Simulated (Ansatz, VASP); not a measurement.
# Te2Mo in two plane-wave programs

Wanted: the spread between two codes on one cell, functional and k mesh. Valence electrons are named where the data sets of a main pair hold unlike numbers.

Main program and level: Ansatz 0.2.0; plane waves, with VASP 6.6.1 beside it; band structure at PBE, band structure at r2SCAN and band structure at PBE, spin-orbit coupling.

### Step 1. Starting point

The structure is hexagonal, space group P6_3/mmc (No. 194). Conventional cell: a = 3.518 Å, b = 3.518 Å, c = 13.974 Å, α = 90.00°, β = 90.00°, γ = 120.00°. Te has 3 Mo at 2.72 Å nearest. Nearest to Mo lie 6 Te at 2.72 Å. Farther neighbours and most contacts between anions are not listed.

### Step 2. VASP: band structure, PBE

Levels along a path test the potential and the projectors away from the mesh points.

Lines of VASP's logs that name or quote its potential files are left out, and so is its time.

INCAR

```
SYSTEM = Te2Mo
PREC = Accurate
ENCUT = 400
EDIFF = 1E-06
NELM = 100
ISMEAR = 0
SIGMA = 0.02
LREAL = .FALSE.
ALGO = Normal
GGA = PE
NBANDS = 42
LASPH = .TRUE.
LORBIT = 11
LWAVE = .FALSE.
LCHARG = .FALSE.
KPAR = 2
NCORE = 4
```

POSCAR

```
Te2Mo
1.0
    3.5182000000      0.0000000000      0.0000000000
   -1.7591000000      3.0468505756      0.0000000000
    0.0000000000      0.0000000000     13.9736000000
Te Mo
4 2
Direct
    0.3333333333      0.6666666667      0.6210000000
    0.6666666667      0.3333333333      0.1210000000
    0.3333333333      0.6666666667      0.8790000000
    0.6666666667      0.3333333333      0.3790000000
    0.3333333333      0.6666666667      0.2500000000
    0.6666666667      0.3333333333      0.7500000000
```

KPOINTS

```
Automatic mesh
0
Gamma
5 5 1
0 0 0
```

KPOINTS_OPT

```
Line mode
16
Line-mode
Reciprocal
  0.00000000   0.00000000   0.00000000 GAMMA
  0.50000000   0.00000000   0.00000000 M

  0.50000000   0.00000000   0.00000000 M
  0.33333333   0.33333333   0.00000000 K

  0.33333333   0.33333333   0.00000000 K
  0.00000000   0.00000000   0.00000000 GAMMA

  0.00000000   0.00000000   0.00000000 GAMMA
  0.00000000   0.00000000   0.50000000 A

  0.00000000   0.00000000   0.50000000 A
  0.50000000   0.00000000   0.50000000 L

  0.50000000   0.00000000   0.50000000 L
  0.33333333   0.33333333   0.50000000 H

  0.33333333   0.33333333   0.50000000 H
  0.00000000   0.00000000   0.50000000 A

  0.50000000   0.00000000   0.50000000 L
  0.50000000   0.00000000   0.00000000 M

  0.33333333   0.33333333   0.00000000 K
  0.33333333   0.33333333   0.50000000 H
```

The projector-augmented-wave data sets are Te and Mo_sv (PBE family, release 64).

Run with:

```
$ mpirun -np 8 vasp_std
```

Numbers of over 12 decimals in the logs are rounded to 6 here.

The program printed:

```text
[banner, memory and clock lines left out]
running    8 mpi-ranks, on    1 nodes
 distrk:  each k-point on    4 cores,    2 groups
 distr:  one band on    4 cores,    1 groups

 POSCAR found type information on POSCAR TeMo
 POSCAR found :  2 types and       6 ions
 LDA part: xc-table for (Slater+PW92), standard interpolation
 POSCAR, INCAR and KPOINTS ok, starting setup
 FFT: planning ... GRIDC
 FFT: planning ... GRID_SOFT
 FFT: planning ... GRID
 WAVECAR not read
 entering main loop
       N       E                     dE             d eps       ncg     rms          rms(c)
DAV:   1     0.311047599559E+03    0.31105E+03   -0.23494E+04   492   0.902E+02
DAV:   2    -0.212025875795E+02   -0.33225E+03   -0.31878E+03   488   0.248E+02
DAV:   3    -0.369019564594E+02   -0.15699E+02   -0.15370E+02   496   0.475E+01
DAV:   4    -0.371845989303E+02   -0.28264E+00   -0.28236E+00   488   0.651E+00
DAV:   5    -0.371923248490E+02   -0.77259E-02   -0.77255E-02   494   0.106E+00    0.217E+01
DAV:   6    -0.364280781230E+02    0.76425E+00   -0.49604E+00   454   0.108E+01    0.898E+00
DAV:   7    -0.364014318439E+02    0.26646E-01   -0.39785E+00   432   0.891E+00    0.617E+00
DAV:   8    -0.359249286017E+02    0.47650E+00   -0.92536E-01   460   0.478E+00    0.206E+00
DAV:   9    -0.359334893956E+02   -0.85608E-02   -0.13619E-01   484   0.146E+00    0.113E+00
DAV:  10    -0.359262728216E+02    0.72166E-02   -0.25247E-02   470   0.808E-01    0.284E-01
DAV:  11    -0.359264591812E+02   -0.18636E-03   -0.12554E-03   538   0.140E-01    0.142E-01
DAV:  12    -0.359264610779E+02   -0.18967E-05   -0.15316E-04   486   0.531E-02    0.148E-01
DAV:  13    -0.359264195832E+02    0.41495E-04   -0.23425E-04   450   0.765E-02    0.133E-02
DAV:  14    -0.359264200127E+02   -0.42953E-06   -0.76848E-06   480   0.107E-02
   1 F= -.35926420E+02 E0= -.35926420E+02  d E =-.135525E-21
 Start KPOINTS_OPT (optional k-point list driver)
k-point batch [1-5\144]
       N       E                     dE             ncg
DAV:   1    -0.163689746792E+02   -0.42924E+03      484
DAV:   2    -0.187423280687E+04   -0.18579E+04      510
DAV:   3    -0.195224563494E+04   -0.78013E+02      488
DAV:   4    -0.195378645603E+04   -0.15408E+01      496
DAV:   5    -0.195384094963E+04   -0.54494E-01      526
DAV:   6    -0.195384132011E+04   -0.37049E-03      528
DAV:   7    -0.195384132943E+04   -0.93138E-05      544
DAV:   8    -0.195384132961E+04   -0.17806E-06      376
[...]
k-point batch [141-144\144]
       N       E                     dE             ncg
DAV:   1     0.145090834619E+04   -0.71589E+04      400
DAV:   2     0.164615120525E+03   -0.12863E+04      416
DAV:   3     0.107261871151E+03   -0.57353E+02      392
DAV:   4     0.106336451626E+03   -0.92542E+00      358
DAV:   5     0.106313572405E+03   -0.22879E-01      352
DAV:   6     0.106312670004E+03   -0.90240E-03      378
DAV:   7     0.106312628503E+03   -0.41500E-04      352
DAV:   8     0.106312626507E+03   -0.19961E-05      316
DAV:   9     0.106312626411E+03   -0.96491E-07      182
```

From OUTCAR (step 2):

```text
ion  position               nearest neighbor table
   1  0.333  0.667  0.621-   6 2.72   6 2.72   6 2.72   3 3.61
   2  0.667  0.333  0.121-   5 2.72   5 2.72   5 2.72   4 3.61
   3  0.333  0.667  0.879-   6 2.72   6 2.72   6 2.72   1 3.61
   4  0.667  0.333  0.379-   5 2.72   5 2.72   5 2.72   2 3.61
   5  0.333  0.667  0.250-   2 2.72   4 2.72   2 2.72   4 2.72   2 2.72   4 2.72
   6  0.667  0.333  0.750-   1 2.72   3 2.72   1 2.72   3 2.72   1 2.72   3 2.72

  LATTYP: Found a hexagonal cell.
 ALAT       =     3.5182000000
 C/A-ratio  =     3.9718037633

 Subroutine GETGRP returns: Found 24 space group operations
 (whereof 12 operations were pure point group operations)

The static configuration has the point symmetry D_3d.
 The point group associated with its full space group is D_6h.

 Found      5 irreducible k-points:

   k-points           NKPTS =      5   k-points in BZ     NKDIM =      5   number of bands    NBANDS=     42

   dimension x,y,z NGX =    24 NGY =   24 NGZ =   96
   dimension x,y,z NGXF=    48 NGYF=   48 NGZF=  192

   ENCUT  =  400.0 eV  29.40 Ry    5.42 a.u.   5.74  5.74 22.79*2*pi/ulx,y,z

   NELECT =      52.0000    total number of electrons

 k-points in reciprocal lattice and weights: Automatic mesh
   0.00000000  0.00000000  0.00000000       0.040
   0.20000000 -0.00000000  0.00000000       0.240
   0.40000000 -0.00000000  0.00000000       0.240
   0.20000000  0.20000000  0.00000000       0.240
   0.40000000  0.20000000  0.00000000       0.240

 average (electrostatic) potential at core
       1 -86.1584       2 -86.1584       3 -86.1584       4 -86.1584       5 -73.4106
       6 -73.4106

 E-fermi :   8.2883

 k-point     1 :       0.0000    0.0000    0.0000
  band No.  band energies     occupation
    ...
     22       7.0989      2.00000
     23       7.1340      2.00000
     24       7.1340      2.00000
     25       7.8398      2.00000
     26       8.1577      2.00000
     27      11.0632      0.00000
     28      11.0632      0.00000
     29      11.1952      0.00000
     30      11.1952      0.00000
     31      11.2915      0.00000
    ...

 k-point     2 :       0.2000   -0.0000    0.0000
  band No.  band energies     occupation
    ...
     22       6.7750      2.00000
     23       6.7839      2.00000
     24       7.1464      2.00000
     25       7.5181      2.00000
     26       7.6772      2.00000
     27       9.6501      0.00000
     28      10.0822      0.00000
     29      10.1094      0.00000
     30      10.3299      0.00000
     31      10.6134      0.00000
    ...

 k-point     3 :       0.4000   -0.0000    0.0000
  band No.  band energies     occupation
    ...
     22       6.5814      2.00000
     23       6.8979      2.00000
     24       7.1539      2.00000
     25       7.4436      2.00000
     26       7.6623      2.00000
     27       9.4295      0.00000
     28       9.4841      0.00000
     29       9.6267      0.00000
     30       9.8973      0.00000
     31      10.5815      0.00000
    ...

  Total        2.4790450      2.4790450      3.3270452      0.0000000      0.0000000      0.0000000
  in kB       26.5164269     26.5164269     35.5868296      0.0000000      0.0000000      0.0000000
  external PRESSURE =      29.5398945 kB  Pullay stress =       0.0000000 kB

  energy-cutoff  :      400.00
  volume of cell :      149.79
      direct lattice vectors                 reciprocal lattice vectors
     3.518200000  0.000000000  0.000000000     0.284236257  0.164103880  0.000000000
    -1.759100000  3.046850576  0.000000000     0.000000000  0.328207759  0.000000000
     0.000000000  0.000000000 13.973600000     0.000000000  0.000000000  0.071563520

 POSITION                                       TOTAL-FORCE (eV/Angst)
 -----------------------------------------------------------------------------------
     -0.00000      2.03123      8.67761         0.000000      0.000000     -0.149460
      1.75910      1.01562      1.69081         0.000000     -0.000000     -0.149460
     -0.00000      2.03123     12.28279        -0.000000      0.000000      0.149460
      1.75910      1.01562      5.29599        -0.000000      0.000000      0.149460
     -0.00000      2.03123      3.49340         0.000000      0.000000     -0.000000
      1.75910      1.01562     10.48020        -0.000000     -0.000000     -0.000000
 -----------------------------------------------------------------------------------
    total drift:                               -0.000000      0.000000     -0.000000

  FREE ENERGIE OF THE ION-ELECTRON SYSTEM (eV)
  ---------------------------------------------------
  free  energy   TOTEN  =       -35.9264200127 eV

  energy  without entropy=      -35.9264200127  energy(sigma->0) =      -35.92642001

 total charge
# of ion       s       p       d       tot
------------------------------------------
    1        1.386   1.982   0.064   3.432
    2        1.386   1.982   0.064   3.432
    3        1.386   1.982   0.064   3.432
    4        1.386   1.982   0.064   3.432
    5        2.254   6.149   3.991  12.393
    6        2.254   6.149   3.991  12.393
--------------------------------------------------
tot         10.051  20.225   8.238  38.513

[... 2 further parts left out ...]
```

This run has no spin polarisation, so a moment on Mo, if there is one, isn't seen. Spin-orbit coupling is off here; with elements this heavy it splits and shifts levels by tenths of an eV or more. At this level the cell is under a pressure of 3.0 GPa, so at these settings it is away from equilibrium.

### Step 3. Ansatz: band structure, PBE

Ansatz runs on its default PAW (the set named soft_2) files.

The same cell, functional, mesh and smearing now go to Ansatz, which takes its cutoff from its data sets.

input.yaml

```yaml
crystal:
  lattice:
    - [3.5182, 0.0, 0.0]
    - [-1.7591, 3.0468505756, 0.0]
    - [0.0, 0.0, 13.9736]
  atoms:
    - { symbol: Te, position: [0.3333333333, 0.6666666667, 0.621] }
    - { symbol: Te, position: [0.6666666667, 0.3333333333, 0.121] }
    - { symbol: Te, position: [0.3333333333, 0.6666666667, 0.879] }
    - { symbol: Te, position: [0.6666666667, 0.3333333333, 0.379] }
    - { symbol: Mo, position: [0.3333333333, 0.6666666667, 0.25] }
    - { symbol: Mo, position: [0.6666666667, 0.3333333333, 0.75] }
hamiltonian:
  xc: pbe
  pseudopotentials: { kind: paw }
kpoints:
  mp_grid: { grid: [5, 5, 1] }
  band_path:
    path:
      - [0.0, 0.0, 0.0]
      - [0.13333, 0.0, 0.0]
      - [0.3, 0.0, 0.0]
      - [0.46667, 0.0, 0.0]
      - [0.46667, 0.06667, 0.0]
      - [0.41111, 0.17778, 0.0]
      - [0.35556, 0.28889, 0.0]
      - [0.28889, 0.28889, 0.0]
      - [0.2, 0.2, 0.0]
      - [0.17778, 0.17778, 0.0]
      - [0.06667, 0.06667, 0.0]
      - [0.0, 0.0, 0.03333]
      - [0.0, 0.0, 0.2]
      - [0.0, 0.0, 0.36667]
      - [0.0, 0.0, 0.5]
      - [0.16667, 0.0, 0.5]
      - [0.3, 0.0, 0.5]
      - [0.46667, 0.0, 0.5]
      - [0.46667, 0.06667, 0.5]
      - [0.41111, 0.17778, 0.5]
      - [0.35556, 0.28889, 0.5]
      - [0.28889, 0.28889, 0.5]
      - [0.17778, 0.17778, 0.5]
      - [0.06667, 0.06667, 0.5]
      - [0.5, 0.0, 0.46667]
      - [0.5, 0.0, 0.3]
      - [0.5, 0.0, 0.13333]
      - [0.33333, 0.33333, 0.0]
      - [0.33333, 0.33333, 0.16667]
      - [0.33333, 0.33333, 0.33333]
      - [0.33333, 0.33333, 0.5]
    npoints: 1
scf:
  occupations: { method: gaussian, width: 0.02 }
  n_extra_bands: 9
output:
  forces: true
  stress: true
  eigenvalues: true
```

Run with:

```
$ ansatz run input.yaml --threads 4 --pin off --max-ram 9216MiB --backend cpu --events-out ev --progress --plain --runs-dir out
```

The program printed:

```text
scf.n_extra_bands = 9 over 46 filled bands (N_el = 92.0): the run solves 55 bands
Engine: ansatz 0.2.0, aarch64-unknown-linux-gnu
Pseudopotentials: kind: paw
Pseudopotential: Te, paw, valence charge 16, recommended cutoff 420 eV (normal), Te.paw.azcp
Pseudopotential: Mo, paw, valence charge 14, recommended cutoff 420 eV (normal), Mo.paw.azcp
Functional definition: PBE
  parameter kappa = 0.804
  parameter beta = 0.066725
  exchange = pbe_x(kappa = kappa, mu = beta*pi^2/3)
  correlation = pbe_c(beta = beta)
Crystal: 6 atoms, lattice volume = 149.789 Å³
Basis set: ecut = 420 eV, 2909 PW (Γ), exchange–correlation on 48×48×192 points (8 copies of the dense FFT grid, shifted against one another)
Bands: 55, of which v1, the nominal top of the filled ones, is band 46 counted from 1 (45 counted from 0)
Symmetry: 24 space group operations
Space group: P63/mmc (ITA 194), of the structure as read, at distance tolerance 5.3e-5 Å
k-points: 5 of 25
Non-local potential: Te, projectors of the file, l = 0: 2, l = 1: 2, l = 2: 2, l = 3: 2
Non-local potential: Mo, projectors of the file, l = 0: 3, l = 1: 2, l = 2: 2, l = 3: 1
PAW form: soft (Blöchl's): semilocal exchange-correlation on the pseudo side does not see the compensation charge
PAW one-centre angular grid: Te, 590 points (default); XC on 64 Gauss nodes
PAW one-centre angular grid: Mo, 590 points (default); XC on 64 Gauss nodes
Initial density: superposition of atomic densities (neutral atoms: chi_scale 0, normalization atom), corrected by the library's trained network
Initial wavefunctions: pseudopotential atomic-orbital guess
Functional: x = pbe(κ = 0.804, μ = 0.219515), c = pbe(β = 0.066725)
SCF iter   1: F=—  HF=-37833.325644 eV  |F-HF|=—  |Δ(HF+E_count)|=         —  Δρ=4.31e-3  dr2=1.04e-2  ethr=1.77e-3  ⟨swp⟩=8.4  Hψ=1068  notcnv=0
preconditioner: auto → Resta (q_TF=auto, 2.515 Å⁻¹)  ε∞=7.5  [insulator: Δε(μ)=0.716 eV  Ē_g=7.162 eV  σ=0.020 eV  W_gap=1.00  n_scr=52 (ndim 8)  ℏωp=18.2 eV  f_vac=0.021  D(μ)=0.00/eV (n_scr^D=0)  ε∞_Penn≈7.5]
SCF iter   2: F=—  HF=-37833.333656 eV  |F-HF|=—  |Δ(HF+E_count)|=   8.01e-3  Δρ=2.55e-3  dr2=3.67e-3  ethr=1.13e-5  ⟨swp⟩=2.0  Hψ=446  notcnv=0  defer=9
SCF iter   3: F=—  HF=-37833.337116 eV  |F-HF|=—  |Δ(HF+E_count)|=   3.46e-3  Δρ=1.10e-3  dr2=1.48e-3  ethr=3.99e-6  ⟨swp⟩=2.0  Hψ=363  notcnv=0  defer=9
SCF iter   4: F=—  HF=-37833.337788 eV  |F-HF|=—  |Δ(HF+E_count)|=   6.72e-4  Δρ=1.27e-4  dr2=2.62e-5  ethr=1.60e-6  ⟨swp⟩=2.0  Hψ=349  notcnv=0  defer=9
SCF iter   5: F=—  HF=-37833.337861 eV  |F-HF|=—  |Δ(HF+E_count)|=   7.29e-5  Δρ=4.71e-5  dr2=3.91e-6  ethr=2.85e-8  ⟨swp⟩=3.0  Hψ=486  notcnv=0  defer=9
SCF iter   6: F=—  HF=-37833.337866 eV  |F-HF|=—  |Δ(HF+E_count)|=   4.54e-6  Δρ=1.08e-5  dr2=2.90e-7  ethr=4.25e-9  ⟨swp⟩=2.0  Hψ=353  notcnv=0  defer=9
SCF iter   7: F=-37833.337866 eV  HF=-37833.337866 eV  |F-HF|=1.01e-8  |Δ(HF+E_count)|=   1.37e-7  Δρ=3.71e-6  dr2=3.69e-8  ethr=1.09e-10  ⟨swp⟩=10.4  Hψ=1107  notcnv=0
SCF 1 converged in 7 iterations: F = -37833.337866 eV  dr2 = 3.69e-8
  greatest PAW one-centre occupation: 0.998 electrons in one spin orbital (limit 2), on the Mo atom at site 5 (counted from 0), in its partial waves of l = 0
NSCF: frozen V_eff on 31 k-points
SCF converged after 7 iterations
Free energy (F): -37833.337866 eV
Harris-Foulkes:  -37833.337866 eV  (|F-HF|=1.01e-8)
Internal energy: -37833.337866 eV  (E = F + TS)
E sigma→0 (E₀):  -37833.337866 eV
Fermi energy:    12.833515 eV
--- Per-component energies (eV) ---
  E_band       = -1143.377481
  E_kinetic    = 1610.041488
  E_local      = -7395.121849  (includes V_loc(G=0)·N_el)
  E_nonlocal   = -952.580703
  E_hartree    = 4141.118139
  E_xc         = -866.193943
  E_vxc        = -877.514606  (∫ρ·V_xc dr)
  E_paw        = -25053.978782  (= ΣΔE_a)
  E_vpaw       = -1810.435036  (= ΣTr[D̂ρ^β])
  E_aug_tail   = -0.000600  (compensation charges beyond the density's cutoff)
  E_ewald      = -9316.621616
  E_smearing   = -0.000000  (= −TS)
  E_closure    = 0.000000  (closes the sum)
  Σ components = -37833.337866   (vs F -37833.337866, Δ=0.00e0)
--- Forces (eV/Å), atoms counted from 1 ---
  atom   1  Te     0.00000000     0.00000000    -0.13358306
  atom   2  Te    -0.00000000    -0.00000000    -0.13358306
  atom   3  Te    -0.00000000     0.00000000     0.13358306
  atom   4  Te     0.00000000    -0.00000000     0.13358306
  atom   5  Mo     0.00000000     0.00000000     0.00000000
  atom   6  Mo    -0.00000000    -0.00000000     0.00000000
  max |Σ_I F_I| component: 6.94e-18 eV/Å
--- Stress (GPa, compression-positive) ---
        2.862759       0.000000       0.000000
        0.000000       2.862759       0.000000
        0.000000       0.000000       3.687015
  P = ⅓ Tr σ = 3.1375 GPa (31.375 kbar)
--- Band table (eV; the first three rows and the last of 5) ---
  k-point 0: bands = [... 42 lower, 11.4662, 11.4662, 12.1569, 12.4789, 15.3841, 15.3841, 15.5173, 15.5173, ... 5 higher]
  k-point 1: bands = [... 42 lower, 11.1172, 11.4755, 11.8416, 11.9882, 13.9731, 14.4057, 14.4351, 14.6507, ... 5 higher]
  k-point 2: bands = [... 42 lower, 11.2266, 11.4813, 11.7711, 11.9913, 13.7549, 13.8112, 13.9538, 14.2226, ... 5 higher]
  k-point 4: bands = [... 42 lower, 10.5500, 10.8342, 12.0047, 12.2514, 13.6153, 13.7228, 14.0374, 14.3969, ... 5 higher]
```

Run time: 4.1 s. Hardware: 4 threads of Arm Neoverse N1, shared host; peak memory 0.49 GiB.

### Step 4. Comparison

Known differences besides the potentials themselves: the data sets hold 92 valence electrons in Ansatz (on its default PAW (the set named soft_2) files) and 52 in VASP; the cutoff is 420 eV in Ansatz and 400 eV in VASP. Total energies have different zeros and are not compared.

The two programs side by side:

```csv
quantity,Ansatz,VASP,difference
pressure (GPa),3.14,2.95,+0.18
gap over the path points (eV),0.710,0.705,+0.005
```

Forces (eV/Å; atoms numbered as in POSCAR):

```csv
atom,"Ansatz x, y, z","VASP x, y, z"
Te1,"0.000, 0.000, -0.134","0.000, 0.000, -0.149"
Te2,"0.000, 0.000, -0.134","0.000, 0.000, -0.149"
Te3,"0.000, 0.000, 0.134","0.000, 0.000, 0.149"
Te4,"0.000, 0.000, 0.134","0.000, 0.000, 0.149"
Mo5,"0.000, 0.000, 0.000","0.000, 0.000, 0.000"
Mo6,"0.000, 0.000, 0.000","0.000, 0.000, 0.000"
```

Levels at points of the path, from each program's valence-band top (eV; 4 filled, then empty):

```csv
k (reciprocal lattice),Ansatz,VASP
0.000 0.000 0.000,-1.01 -1.01 -0.32 0.00 2.90 2.90 3.04,-1.02 -1.02 -0.32 0.00 2.90 2.90 3.04
0.133 0.000 0.000,-1.12 -1.00 -0.28 -0.14 2.17 2.27 2.33,-1.12 -1.00 -0.28 -0.13 2.17 2.27 2.33
0.300 0.000 0.000,-1.14 -1.04 -1.02 -0.91 1.09 1.62 1.72,-1.13 -1.05 -1.03 -0.92 1.09 1.62 1.72
0.467 0.000 0.000,-1.07 -0.94 -0.61 -0.33 1.27 1.34 1.43,-1.08 -0.94 -0.62 -0.34 1.26 1.33 1.43
0.467 0.067 0.000,-1.35 -1.20 -0.56 -0.31 1.30 1.34 1.47,-1.35 -1.20 -0.57 -0.32 1.29 1.33 1.46
0.411 0.178 0.000,-1.94 -1.63 -0.50 -0.25 1.17 1.30 1.71,-1.93 -1.63 -0.51 -0.26 1.17 1.29 1.71
0.356 0.289 0.000,-1.88 -1.76 -0.34 -0.10 0.99 1.03 1.20,-1.87 -1.76 -0.35 -0.11 0.98 1.02 1.20
0.289 0.289 0.000,-1.87 -1.66 -0.43 -0.21 1.02 1.19 1.27,-1.86 -1.66 -0.44 -0.21 1.01 1.18 1.27
0.200 0.200 0.000,-1.21 -1.20 -0.70 -0.57 0.71 1.50 1.54,-1.20 -1.19 -0.71 -0.58 0.70 1.49 1.54
0.178 0.178 0.000,-1.13 -0.95 -0.78 -0.64 0.76 1.51 1.56,-1.12 -0.94 -0.79 -0.65 0.75 1.50 1.56
```

The forces differ by 7.5 meV/Å r.m.s., which is 10.6 % of the r.m.s. force of 0.070 eV/Å (both taken over all components). Among the levels compared at these points, filled levels agree within 11 meV and empty ones within 10 meV.

### Step 5. What the set-up changes

Further runs change the set-up of one program: Ansatz's method, potentials or start, or VASP's data sets, cutoff or form of LDA. The table gives Ansatz less VASP for each quantity, since a change that brings one quantity closer may part another.

```csv
run,r.m.s. force difference (meV/Å),pressure (GPa),gap over the path points (eV)
as above,7.5,0.18,0.0052
Ansatz's all-electron LAPW method,7.9,0.19,0.0057
```

(Continued in part 2 of 3.)

[Lines on the potential files, build, host, timing and source positions are cut from VASP's logs without a mark.]

[Logs are printed without paths, hosts, clocks, repeated set-up lines and the standing remarks that a program may print on its own settings, such as how far it seeks lower states.]

[Hosts, paths, dates, database ids (printed as entryN), source tags and the programs' standing remarks are cut or masked in the printed files.]
